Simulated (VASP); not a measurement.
An input for Quantum ESPRESSO's pw.x (written as the equivalent of a VASP run, and not itself run):

```
&CONTROL
  calculation = 'vc-relax'
  pseudo_dir = './pseudo'
  outdir = './out'
  tprnfor = .true.
  tstress = .true.
  nstep = 40
  forc_conv_thr = 0.00078
/
&SYSTEM
  ibrav = 0
  nat = 5
  ntyp = 3
  ecutwfc = 84
  occupations = 'smearing'
  smearing = 'gaussian'
  degauss = 0.003675
  input_dft = 'pz'
/
&ELECTRONS
  conv_thr = 7.3e-08
  electron_maxstep = 100
/
&IONS
/
&CELL
  press = 200
/
ATOMIC_SPECIES
  K 39.098 K.upf
  Ta 180.948 Ta.upf
  O 15.999 O.upf
CELL_PARAMETERS angstrom
     3.9042253    0.0000000    0.0000000
     0.0000000    3.9042253    0.0000000
     0.0000000    0.0000000    3.9042253
ATOMIC_POSITIONS crystal
  K    0.0000000  0.0000000  0.0000000
  Ta   0.5000000  0.5000000  0.5000000
  O    0.5000000  0.0000000  0.5000000
  O    0.0000000  0.5000000  0.5000000
  O    0.5000000  0.5000000  0.0000000
K_POINTS automatic
  6 6 6 0 0 0
```

### Question
Translate this input to VASP (INCAR, KPOINTS, POSCAR, choice of POTCAR).

### Answer
This is not unique; one that fits is 
### KPOINTS
```
Automatic mesh
0
Gamma
6 6 6
0 0 0
```

POSCAR:
```
KTaO3
1.0
  3.9042253425   0.0000000000   0.0000000000
  0.0000000000   3.9042253425   0.0000000000
  0.0000000000   0.0000000000   3.9042253425
K Ta O
1 1 3
Cartesian
  0.0000000000   0.0000000000   0.0000000000
  1.9521126713   1.9521126713   1.9521126713
  1.9521126713   0.0000000000   1.9521126713
  0.0000000000   1.9521126713   1.9521126713
  1.9521126713   1.9521126713   0.0000000000
```

INCAR:
```
SYSTEM = KTaO3
PREC = Accurate; ENCUT = 620; LREAL = .FALSE.
LASPH = .TRUE.
EDIFF = 1E-6; NELM = 100; ALGO = Normal
LMAXMIX = 6
ISMEAR = 0; SIGMA = 0.05
IBRION = 2; NSW = 40; ISIF = 3
EDIFFG = -0.02; PSTRESS = 200
LWAVE = .FALSE.; LCHARG = .FALSE.
```

POTCAR, in this order: K_sv Ta_pv O (LDA.64 set). Program: vasp_std.

Limits of the translation: the potentials are each code's own (VASP's PAW set, PseudoDojo norm-conserving files in pw.x), so ENCUT and ecutwfc are chosen apart and not converted; conv_thr bounds pw.x's estimated SCF error, while EDIFF bounds the energy change between steps; forc_conv_thr acts on force components and is met together with etot_conv_thr.

The compound is KTaO3 in the cubic perovskite structure. This run relaxes it under an external pressure of 20 GPa. Symmetry was kept, so distortions that lower it aren't found.
